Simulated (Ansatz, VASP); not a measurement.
# Cross-check of SnTe between VASP and Ansatz

One calculation is typed for both programs; each brings its own data sets. How far apart do they land? The cell is taken from a series of runs on this material, whose earlier steps may have relaxed, scaled, displaced or heated it; both programs get it as it stands.

Main program and level: Ansatz 0.2.0; plane waves, with VASP 6.6.1 beside it; zone-centre phonons at LDA.

### Step 1. Starting point

Symmetry: R-3m, No. 166, trigonal system. Conventional cell: a = 4.233 Å, b = 4.233 Å, c = 11.324 Å, α = 90.00°, β = 90.00°, γ = 120.00°. Sn has 6 Te at 3.09 Å nearest. Nearest to Te lie 6 Sn at 3.09 Å. Farther neighbours and most contacts between anions are not listed.

### Step 2. Ansatz: zone-centre phonons, LDA

Ansatz runs on its PAW soft_1 files.

Second derivatives magnify differences that forces hide, and they need a tight electronic threshold.

Input file input.yaml:

```yaml
crystal:
  lattice:
    - [0.1838432251, 3.1769746439, 3.1769746439]
    - [3.1769746439, 0.1838432251, 3.1769746439]
    - [3.1769746439, 3.1769746439, 0.1838432251]
  atoms:
    - { symbol: Sn, position: [0.0, 0.0, 0.0] }
    - { symbol: Te, position: [0.5, 0.5, 0.5] }
kpoints:
  mp_grid: { grid: [12, 12, 12] }
hamiltonian:
  xc: lda
  pseudopotentials: { kind: paw, azcp: { folder: soft_1 }, xc_functional: pbe }
scf:
  occupations: { method: gaussian, width: 0.01 }
output:
  eigenvalues: true
phonons:
  method: dfpt
```

On the command line:

```
$ ansatz run input.yaml --threads 4 --pin off --max-ram 10240MiB --backend cpu --events-out ev --progress --plain --runs-dir out
```

Numbers of over 12 decimals in the logs are rounded to 6 here.

The program printed:

```text
Engine: ansatz 0.2.0, aarch64-unknown-linux-gnu
Pseudopotentials: kind: paw
Pseudopotential: Sn, paw, valence charge 14, recommended cutoff 420 eV (normal), soft_1/Sn.paw.azcp
Pseudopotential: Te, paw, valence charge 16, recommended cutoff 420 eV (normal), soft_1/Te.paw.azcp
Functional definition: SPW92
  exchange = slater_x
  correlation = pw_c
Crystal: 2 atoms, lattice volume = 58.571 Å³
Basis set: ecut = 420 eV, 1165 PW (Γ), exchange–correlation on 64×64×64 points (8 copies of the dense FFT grid, shifted against one another)
Bands: 19, of which v1, the nominal top of the filled ones, is band 15 counted from 1 (14 counted from 0)
Symmetry: 12 space group operations
k-points: 476 of 1728 (irreducible under 2 space group operations, time reversal used)
Non-local potential: Sn, projectors of the file, l = 0: 2, l = 1: 2, l = 2: 2, l = 3: 1
Non-local potential: Te, projectors of the file, l = 0: 2, l = 1: 2, l = 2: 2, l = 3: 1
PAW form: soft (Blöchl's): semilocal exchange-correlation on the pseudo side does not see the compensation charge
PAW frozen core: Sn, regenerated for the run's functional, and the local potential with it (the file was generated under x = pbe(κ = 0.804, μ = 0.219515), c = pbe(β = 0.066725))
PAW frozen core: Te, regenerated for the run's functional, and the local potential with it (the file was generated under x = pbe(κ = 0.804, μ = 0.219515), c = pbe(β = 0.066725))
PAW one-centre angular grid: Sn, 590 points (default); XC on 64 Gauss nodes
PAW one-centre angular grid: Te, 590 points (default); XC on 64 Gauss nodes
Initial density: superposition of atomic densities (chi_scale 0.1, normalization cell, long waves kept (reshape's long-wave potential 0.00 eV rms))
Initial wavefunctions: pseudopotential atomic-orbital guess
Functional: x = slater, c = lda
SCF iter   1: F=—  HF=-12707.380913 eV  |F-HF|=—  |Δ(HF+E_count)|=         —  Δρ=1.09e-2  dr2=6.86e-2  ethr=3.10e-3  ⟨swp⟩=7.5  Hψ=54788  notcnv=0
preconditioner: auto → none  [insulator: Δε(μ)=0.016 eV  Ē_g=16.976 eV  σ=0.010 eV  W_gap=0.60  n_scr=14 (ndim 8)  ℏωp=21.7 eV  f_vac=0.000  D(μ)=0.77/eV (n_scr^D=0)  ε∞_Penn≈2.6]
SCF iter   2: F=—  HF=-12707.369520 eV  |F-HF|=—  |Δ(HF+E_count)|=   1.14e-2  Δρ=5.10e-3  dr2=1.60e-2  ethr=2.29e-4  ⟨swp⟩=2.1  Hψ=15171  notcnv=0  defer=6
SCF iter   3: F=—  HF=-12707.368180 eV  |F-HF|=—  |Δ(HF+E_count)|=   1.34e-3  Δρ=3.99e-4  dr2=7.60e-5  ethr=5.33e-5  ⟨swp⟩=2.5  Hψ=13034  notcnv=0  defer=6
SCF iter   4: F=—  HF=-12707.368208 eV  |F-HF|=—  |Δ(HF+E_count)|=   2.77e-5  Δρ=1.24e-4  dr2=3.77e-6  ethr=2.53e-7  ⟨swp⟩=2.1  Hψ=16382  notcnv=0  defer=6
SCF iter   5: F=—  HF=-12707.368209 eV  |F-HF|=—  |Δ(HF+E_count)|=   8.99e-7  Δρ=3.43e-5  dr2=6.34e-7  ethr=1.26e-8  ⟨swp⟩=2.0  Hψ=13907  notcnv=0  defer=6
SCF iter   6: F=—  HF=-12707.368209 eV  |F-HF|=—  |Δ(HF+E_count)|=   1.13e-8  Δρ=4.71e-6  dr2=7.89e-9  ethr=2.11e-9  ⟨swp⟩=2.0  Hψ=13756  notcnv=0  defer=6
SCF iter   7: F=—  HF=-12707.368209 eV  |F-HF|=—  |Δ(HF+E_count)|=   4.45e-9  Δρ=6.15e-7  dr2=1.50e-10  ethr=2.63e-11  ⟨swp⟩=2.8  Hψ=17842  notcnv=0  defer=6
SCF iter   8: F=-12707.368209 eV  HF=-12707.368209 eV  |F-HF|=3.64e-12  |Δ(HF+E_count)|=  1.09e-11  Δρ=1.16e-7  dr2=6.74e-12  ethr=1.00e-12  ⟨swp⟩=7.6  Hψ=47362  notcnv=0
SCF 1 converged in 8 iterations: F = -12707.368209 eV  dr2 = 6.74e-12
  greatest PAW one-centre occupation: 0.999 electrons in one spin orbital (limit 2), on the Te atom at site 1 (counted from 0), in its partial waves of l = 2
DFPT response loops at Γ: preconditioner auto → Kerker (q_TF=auto, 2.440 Å⁻¹) (partly filled bands, converged f_vac=0.001); β = 1.00, the filter's whole step (`scf.mixing.beta` (0.50) is not read by the response loops under this deck's `scf.mixing.preconditioner`; to damp them name `kerker` or `kerker_dos`, under which they read `scf.mixing.beta`, and type it under 1.00, their step now; both keys bind the ground state too); Broyden in place of MSR1
SCF converged after 8 iterations
Free energy (F): -12707.368209 eV
Harris-Foulkes:  -12707.368209 eV  (|F-HF|=3.64e-12)
Internal energy: -12707.368186 eV  (E = F + TS)
E sigma→0 (E₀):  -12707.368197 eV
Entropy (-TS):   -0.000023 eV (-0.012 meV/atom)
Fermi energy:    10.213800 eV
--- Per-component energies (eV) ---
  E_band       = -334.534576
  E_kinetic    = 342.805606
  E_local      = -2587.082789  (includes V_loc(G=0)·N_el)
  E_nonlocal   = 221.512309
  E_hartree    = 1297.797409
  E_xc         = -248.099950
  E_vxc        = -184.974138  (∫ρ·V_xc dr)
  E_paw        = -8743.172446  (= ΣΔE_a)
  E_vpaw       = -722.390624  (= ΣTr[D̂ρ^β])
  E_aug_tail   = 0.000343  (compensation charges beyond the density's cutoff)
  E_ewald      = -2992.232201
  E_core_change = 1.103533  (= ΣΔE_core)
  E_smearing   = -0.000023  (= −TS)
  E_closure    = -0.000000  (closes the sum)
  Σ components = -12707.368209   (vs F -12707.368209, Δ=0.00e0)
--- Band table (eV; the first three rows and the last of 476) ---
  k-point 0: bands = [... 11 lower, 5.7242, 7.4886, 8.4327, 8.4327, 13.7850, 13.7850, 14.0431, 14.5249]
  k-point 1: bands = [... 11 lower, 5.3557, 7.5701, 8.4279, 8.6011, 13.3713, 13.4289, 13.6522, 14.7431]
  k-point 2: bands = [... 11 lower, 4.5467, 7.6807, 8.4222, 8.9728, 12.5191, 12.6991, 12.9000, 15.0892]
  k-point 475: bands = [... 11 lower, 1.3733, 8.8222, 8.8222, 10.8301, 11.1059, 11.1059, 11.1442, 17.9352]
--- Phonons (Γ-DFPT): 2 representative perturbations + reference, on 476 of 1728 k-points (Σ response iterations 6) ---
  k mesh reduced under 2 symmetry operations, with k and −k counted as one. Each operation leaves every solved perturbation unchanged. A smaller set is not used because it would not reduce the number of displacements times k-points to solve
  ASR residual: 6.798e-5 → 0.000e0 eV/Å²; symmetrization residual: 3.527e-6 eV/Å²
  ASR residual per site (eV/Å²): 4.01e-5 6.80e-5
  Γ frequencies (cm⁻¹): 0.00 0.00 0.00 33.34 65.61 65.61
  non-analytic LO–TO correction: not included (Born effective charges unavailable; polar crystals: no LO–TO splitting at Γ)
```

The column dr2 measures how far the density is from self-consistency, as an energy; F and HF (Harris–Foulkes) agree once it is small.

### Step 3. VASP: zone-centre phonons, LDA

The same cell, functional (in two slightly different forms), mesh and smearing now go to VASP, with its own data sets.

Lines of VASP's logs that name or quote its potential files are left out, and so is its time.

Input file INCAR:

```
SYSTEM = SnTe
PREC = Accurate
ENCUT = 500
EDIFF = 1E-08
NELM = 120
ISMEAR = 0
SIGMA = 0.01
LREAL = .FALSE.
ALGO = Normal
GGA = PW92
NBANDS = 16
LORBIT = 11
LWAVE = .FALSE.
LCHARG = .FALSE.
ISIF = 2
IBRION = 8
LASPH = .TRUE.
GGA_COMPAT = .FALSE.
KPAR = 2
```

Input file POSCAR:

```
SnTe
1.0
    0.1838432251      3.1769746439      3.1769746439
    3.1769746439      0.1838432251      3.1769746439
    3.1769746439      3.1769746439      0.1838432251
Sn Te
1 1
Direct
    0.0000000000      0.0000000000      0.0000000000
    0.5000000000      0.5000000000      0.5000000000
```

Input file KPOINTS:

```
Automatic mesh
0
Gamma
12 12 12
0 0 0
```

PAW data sets: Sn_d and Te (LDA family, release 64).

On the command line:

```
$ mpirun -np 2 vasp_std
```

The program printed:

```text
[banner, memory and clock lines left out]
running    2 mpi-ranks, on    1 nodes
 distrk:  each k-point on    1 cores,    2 groups
 distr:  one band on    1 cores,    1 groups

 POSCAR found type information on POSCAR SnTe
 POSCAR found :  2 types and       2 ions
|                                                                             |
|               ----> ADVICE to this user running VASP <----                  |
|                                                                             |
|     You enforced a specific xc type in the INCAR file but a different       |
|     [... a line on the potential file left out ...]
|     I HOPE YOU KNOW WHAT YOU ARE DOING!                                     |
|                                                                             |

 LDA part: xc-table for (Slater(with rela. corr.)+PW92), standard interpolation
 POSCAR, INCAR and KPOINTS ok, starting setup
 FFT: planning ... GRIDC
 FFT: planning ... GRID_SOFT
 FFT: planning ... GRID
 WAVECAR not read
 entering main loop
       N       E                     dE             d eps       ncg     rms          rms(c)
DAV:   1     0.123739915071E+03    0.12374E+03   -0.94808E+03  6112   0.143E+03
DAV:   2     0.157728772667E+01   -0.12216E+03   -0.11958E+03  6648   0.355E+02
DAV:   3    -0.855143170034E+01   -0.10129E+02   -0.10066E+02  7712   0.886E+01
DAV:   4    -0.882181571896E+01   -0.27038E+00   -0.27034E+00  7336   0.158E+01
DAV:   5    -0.883384605548E+01   -0.12030E-01   -0.12030E-01  9016   0.307E+00    0.541E+00
DAV:   6    -0.878689126934E+01    0.46955E-01   -0.94645E-02  8712   0.229E+00    0.342E+00
DAV:   7    -0.878225421633E+01    0.46371E-02   -0.35720E-02  8184   0.108E+00    0.592E-01
DAV:   8    -0.878130736958E+01    0.94685E-03   -0.57103E-03  7720   0.626E-01    0.151E-01
DAV:   9    -0.878133684351E+01   -0.29474E-04   -0.35493E-04  7776   0.145E-01    0.614E-02
DAV:  10    -0.878133440772E+01    0.24358E-05   -0.15948E-05  7968   0.335E-02    0.281E-02
DAV:  11    -0.878133463486E+01   -0.22714E-06   -0.29869E-06  8176   0.198E-02    0.894E-03
DAV:  12    -0.878133456758E+01    0.67283E-07   -0.34883E-07  7696   0.791E-03    0.190E-03
DAV:  13    -0.878133456525E+01    0.23306E-08   -0.44342E-08  7736   0.253E-03
   1 F= -.87813346E+01 E0= -.87813192E+01  d E =-.306377E-04
 Linear response reoptimize wavefunctions to high precision
DAV:   1    -0.878133456576E+01   -0.51386E-09   -0.29151E-09  5344   0.379E-04
DAV:   2    -0.878133456581E+01   -0.46384E-10   -0.37519E-10  4456   0.193E-04
 Linear response DOF=           2
 Linear response progress:
  Degree of freedom:   1/  2
       N       E                     dE             d eps       ncg     rms          rms(c)
RMM:   1    -0.217321993475E+00   -0.21732E+00    0.37403E-01 18392   0.109E+01
RMM:   2    -0.222821539518E+00   -0.54995E-02   -0.11896E-02 27211   0.884E-01    0.879E-02
RMM:   3    -0.222689409753E+00    0.13213E-03   -0.92809E-04 29749   0.245E-01    0.466E-02
RMM:   4    -0.222441564489E+00    0.24785E-03   -0.83424E-05 30022   0.735E-02    0.866E-03
RMM:   5    -0.222439085222E+00    0.24793E-05   -0.76367E-06 30947   0.226E-02    0.374E-03
RMM:   6    -0.222446056441E+00   -0.69712E-05   -0.12709E-06 30591   0.768E-03    0.128E-03
RMM:   7    -0.222446189614E+00   -0.13317E-06   -0.35959E-07 31292   0.304E-03    0.743E-04
RMM:   8    -0.222442937019E+00    0.32526E-05    0.26709E-07 30143   0.138E-03    0.992E-05
RMM:   9    -0.222443454373E+00   -0.51735E-06    0.29355E-07 31610   0.631E-04    0.247E-04
RMM:  10    -0.222443263964E+00    0.19041E-06    0.43142E-07 31983   0.309E-04    0.213E-04
RMM:  11    -0.222443311634E+00   -0.47670E-07    0.42234E-07 33352   0.162E-04    0.320E-04
RMM:  12    -0.222442952289E+00    0.35934E-06    0.22802E-07 30252   0.116E-04    0.158E-04
RMM:  13    -0.222442835000E+00    0.11729E-06    0.10858E-07 32116   0.651E-05    0.737E-05
RMM:  14    -0.222442795357E+00    0.39643E-07    0.48383E-08 32198   0.402E-05    0.551E-05
RMM:  15    -0.222442704423E+00    0.90934E-07    0.27478E-08 30707   0.331E-05    0.138E-05
RMM:  16    -0.222442668814E+00    0.35609E-07    0.12774E-08 32026   0.267E-05    0.507E-06
RMM:  17    -0.222442670545E+00   -0.17311E-08    0.61994E-09 30477   0.222E-05    0.335E-06
 first order change of Fermi-energy  -0.30387E-03
 force on displaced ion       1 direction 1 :  -0.805   0.244   0.244
 Linear response progress:
  Degree of freedom:   2/  2
       N       E                     dE             d eps       ncg     rms          rms(c)
RMM:   1    -0.477914034875E-01   -0.47791E-01    0.62565E-02 33261   0.910E-01
RMM:   2    -0.480496594063E-01   -0.25826E-03   -0.20718E-03 28769   0.228E-01    0.718E-02
RMM:   3    -0.481899634817E-01   -0.14030E-03   -0.16990E-04 29243   0.662E-02    0.506E-02
RMM:   4    -0.484055855447E-01   -0.21562E-03   -0.24102E-05 28764   0.320E-02    0.578E-03
RMM:   5    -0.484115698549E-01   -0.59843E-05   -0.11244E-06 29726   0.790E-03    0.301E-03
RMM:   6    -0.484129726217E-01   -0.14028E-05   -0.99669E-08 29425   0.230E-03    0.749E-04
RMM:   7    -0.484109989211E-01    0.19737E-05    0.32913E-09 29984   0.491E-04    0.131E-04
RMM:   8    -0.484112750981E-01   -0.27618E-06   -0.31521E-08 28746   0.166E-04    0.383E-05
RMM:   9    -0.484112856952E-01   -0.10597E-07    0.10477E-07 31814   0.567E-05    0.160E-05
RMM:  10    -0.484113034114E-01   -0.17716E-07    0.34841E-07 31505   0.195E-05    0.321E-06
RMM:  11    -0.484112835492E-01    0.19862E-07   -0.72177E-10 29837   0.102E-05    0.876E-07
RMM:  12    -0.484112846087E-01   -0.10595E-08   -0.17381E-08 23776   0.778E-06    0.241E-07
 first order change of Fermi-energy   0.75051E-03
 force on displaced ion       2 direction 1 :  -0.799   0.233   0.233
 Linear response finished
```

OUTCAR, selected parts (step 3):

```text
ion  position               nearest neighbor table
   1  0.000  0.000  0.000-   2 3.09   2 3.09   2 3.09   2 3.09   2 3.09   2 3.09
   2  0.500  0.500  0.500-   1 3.09   1 3.09   1 3.09   1 3.09   1 3.09   1 3.09

  LATTYP: Found a trigonal (rhomboedric) cell.
 ALAT       =     4.4966803430
 COS(alpha) =     0.5569349025

 Subroutine GETGRP returns: Found 12 space group operations
 (whereof 12 operations were pure point group operations)

The static configuration has the point symmetry D_3d.

 Found    189 irreducible k-points:

   k-points           NKPTS =    189   k-points in BZ     NKDIM =    189   number of bands    NBANDS=     16

   dimension x,y,z NGX =    36 NGY =   36 NGZ =   36
   dimension x,y,z NGXF=    72 NGYF=   72 NGZF=   72

   ENCUT  =  500.0 eV  36.75 Ry    6.06 a.u.   8.20  8.20  8.20*2*pi/ulx,y,z

   NELECT =      20.0000    total number of electrons

 k-points in reciprocal lattice and weights: Automatic mesh
   0.00000000  0.00000000  0.00000000       0.001
   0.08333333  0.00000000  0.00000000       0.003
   0.16666667 -0.00000000 -0.00000000       0.003
   0.25000000  0.00000000  0.00000000       0.003
   0.33333333 -0.00000000 -0.00000000       0.003
   0.41666667 -0.00000000 -0.00000000       0.003
   0.50000000  0.00000000  0.00000000       0.002
   0.08333333  0.08333333  0.00000000       0.003
   0.16666667  0.08333333  0.00000000       0.007
[...]
-0.41666667  0.50000000  0.41666667       0.003
   0.50000000  0.50000000  0.50000000       0.001

 average (electrostatic) potential at core
       1 -99.6171       2 -88.0385

  Total        0.5781637      0.5781637      0.5781637     -0.2753379     -0.2753379     -0.2753379
  in kB       15.8153470     15.8153470     15.8153470     -7.5317150     -7.5317150     -7.5317150
  external PRESSURE =      15.8153470 kB  Pullay stress =       0.0000000 kB

  energy-cutoff  :      500.00
  volume of cell :       58.57
      direct lattice vectors                 reciprocal lattice vectors
     0.183843225  3.176974644  3.176974644    -0.171746564  0.162351696  0.162351696
     3.176974644  0.183843225  3.176974644     0.162351696 -0.171746564  0.162351696
     3.176974644  3.176974644  0.183843225     0.162351696  0.162351696 -0.171746564

 POSITION                                       TOTAL-FORCE (eV/Angst)
 -----------------------------------------------------------------------------------
      0.00000      0.00000      0.00000         0.000000     -0.000000      0.000000
      3.26890      3.26890      3.26890         0.000000      0.000000     -0.000000
 -----------------------------------------------------------------------------------
    total drift:                               -0.000000      0.000000      0.000000

 Eigenvectors and eigenvalues of the dynamical matrix
 ----------------------------------------------------

   1 f  =    2.033847 THz    12.779037 2PiTHz   67.841833 cm-1     8.411311 meV
             X         Y         Z           dx          dy          dz
      0.000000  0.000000  0.000000     0.536779   -0.480268   -0.056511
      3.268896  3.268896  3.268896    -0.513677    0.459598    0.054079

   2 f  =    2.033847 THz    12.779037 2PiTHz   67.841833 cm-1     8.411311 meV
             X         Y         Z           dx          dy          dz
      0.000000  0.000000  0.000000     0.244656    0.342536   -0.587192
      3.268896  3.268896  3.268896    -0.234126   -0.327794    0.561920

   3 f  =    1.135092 THz     7.131993 2PiTHz   37.862593 cm-1     4.694361 meV
             X         Y         Z           dx          dy          dz
      0.000000  0.000000  0.000000     0.410470    0.410470    0.410470
      3.268896  3.268896  3.268896    -0.406015   -0.406015   -0.406015

   4 f/i=    0.008010 THz     0.050331 2PiTHz    0.267197 cm-1     0.033128 meV
             X         Y         Z           dx          dy          dz
      0.000000  0.000000  0.000000    -0.520473    0.449551    0.070923
      3.268896  3.268896  3.268896    -0.543881    0.469769    0.074112

   5 f/i=    0.008010 THz     0.050331 2PiTHz    0.267197 cm-1     0.033128 meV
             X         Y         Z           dx          dy          dz
      0.000000  0.000000  0.000000     0.218601    0.341443   -0.560044
      3.268896  3.268896  3.268896     0.228432    0.356799   -0.585231

   6 f/i=    0.014296 THz     0.089822 2PiTHz    0.476853 cm-1     0.059122 meV
             X         Y         Z           dx          dy          dz
      0.000000  0.000000  0.000000     0.406015    0.406015    0.406015
      3.268896  3.268896  3.268896     0.410470    0.410470    0.410470

 ELASTIC MODULI CONTR FROM IONIC RELAXATION (kBar)
 Direction    XX          YY          ZZ          XY          YZ          ZX
 --------------------------------------------------------------------------------
 XX           0.0000      0.0000      0.0000      0.0000      0.0000      0.0000
 YY           0.0000      0.0000      0.0000      0.0000      0.0000      0.0000
 ZZ           0.0000      0.0000      0.0000      0.0000      0.0000      0.0000
 XY           0.0000      0.0000      0.0000      0.0000      0.0000      0.0000
 YZ           0.0000      0.0000      0.0000      0.0000      0.0000      0.0000
 ZX           0.0000      0.0000      0.0000      0.0000      0.0000      0.0000
 --------------------------------------------------------------------------------
```

### Step 4. Differences

Known differences besides the potentials themselves: the data sets hold 30 valence electrons in Ansatz (on its PAW soft_1 files) and 20 in VASP; the cutoff is 420 eV in Ansatz and 500 eV in VASP; VASP's log shows a relativistic correction to its local exchange, Ansatz's none. Total energies have different zeros and are not compared.

The two programs side by side:

```tsv
quantity	Ansatz	VASP	difference
optical mode 1 (cm⁻¹)	33.3	37.9	-4.5
optical mode 2 to 3 (cm⁻¹)	65.6	67.8	-3.29 %
```

Modes are paired by rising frequency, not by their patterns, so a pair may set unlike modes beside each other; they are those without the splitting of longitudinal modes.

### Step 5. What came out

```
r.m.s. difference of the optical zone-centre modes, each program's sorted by frequency (zone-centre phonons, LDA) : 3.2 cm⁻¹
difference in optical mode 2 to 3 (zone-centre phonons, LDA)                                                      : -3.3 %
```

**Reading.** The r.m.s. difference of the optical zone-centre modes, each program's sorted by frequency is 3.2 cm⁻¹ (zone-centre phonons, LDA). The data sets hold unlike numbers of valence electrons (30 in Ansatz and 20 in VASP), so part of the differences comes from the potentials. Among the rows given in per cent, the largest difference of the zone-centre phonons, LDA pair is in optical mode 2 to 3, -3.3 %. Such differences can come from data sets, numerical settings and the points named under the comparisons, not from the functional's error against experiment.

[Lines on the potential files, build, host, timing and source positions are cut from VASP's logs without a mark.]

[Logs are printed without paths, hosts, clocks, repeated set-up lines and the standing remarks that a program may print on its own settings, such as how far it seeks lower states.]

[Hosts, paths, dates, database ids (printed as entryN), source tags and the programs' standing remarks are cut or masked in the printed files.]
